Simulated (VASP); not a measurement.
Consider the following.

```yaml
crystal:
  lattice:
    - [-1.59989, 1.63335, 5.50419]
    - [1.59989, -1.63335, 5.50419]
    - [1.59989, 1.63335, -5.50419]
  atoms:
    - { symbol: Ti, position: [0.99709, 0.99709, 0.00000] }
    - { symbol: P, position: [0.66434, 0.16434, 0.50000] }
    - { symbol: P, position: [0.41854, 0.41854, 0.00000] }
    - { symbol: W, position: [0.25203, 0.75203, 0.50000] }
```

Calculation: PBEsol GGA, VASP's PBE PAW potentials (set 64) (plane waves; VASP 6.6.1). Run with 400 eV cut-off, 15×15×15 Γ-centred mesh, tetrahedra with Blöchl corrections, potentials Ti_sv P W_sv.

The cores are frozen, which limits the accuracy of field gradients.

Problem. Give the principal components of the electric field gradient (V/Å²) and the asymmetry η at each nucleus.

Solution. 
```json
[
 {"atom": "Ti1", "Vxx": "-16.9", "Vyy": "-2.3", "Vzz": "19.2", "η": "0.76"},
 {"atom": "P2", "Vxx": "6.3", "Vyy": "3.0", "Vzz": "-9.3", "η": "0.36"},
 {"atom": "P3", "Vxx": "-16.4", "Vyy": "-8.6", "Vzz": "25.0", "η": "0.31"},
 {"atom": "W4", "Vxx": "37.6", "Vyy": "28.3", "Vzz": "-65.9", "η": "0.14"}
]
```

The structure comes from a computed database's TiP2W entry (Imm2); how it stands against other phases isn't given here. It was relaxed first.
